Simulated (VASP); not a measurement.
Input:

```
FePt
1.0
    2.72937     0.00000     0.00000
    0.00000     2.72937     0.00000
    0.00000     0.00000     3.76987
Fe Pt
1 1
Direct
  0.00000   0.00000   0.00000
  0.50000   0.50000   0.50000
```
Starting moments (μB, in the order of the record's atoms Fe Pt): 2.9 0.3.

Computed with PW91 GGA, VASP's PBE PAW potentials (set 64) (plane waves; VASP). Settings: 520 eV cut-off, 15×15×11 Γ-centred mesh, tetrahedra with Blöchl corrections, potentials Fe Pt.

Unless said otherwise, spin-orbit coupling is left out, though it shifts the bands of the heavy elements here.

**Question.** What does the run give for the cell moment, energy per atom (σ→0), band gap (on the k-mesh) with the smallest direct gap where there is one?

**Answer.** 
The band gap (on the k-mesh) is none (metal, semimetal or under 0.01 eV). The cell moment comes out as 3.21 μB. The energy per atom (σ→0) is -7.336 eV/atom.

**Question.** Give the moment on each site (PAW-sphere projection).

**Answer.** 
| site | moment (μB) |
|---|---|
| Fe1 | 2.87 |
| Pt2 | 0.32 |

The compound is FePt in the L1_0 structure. It was relaxed first.
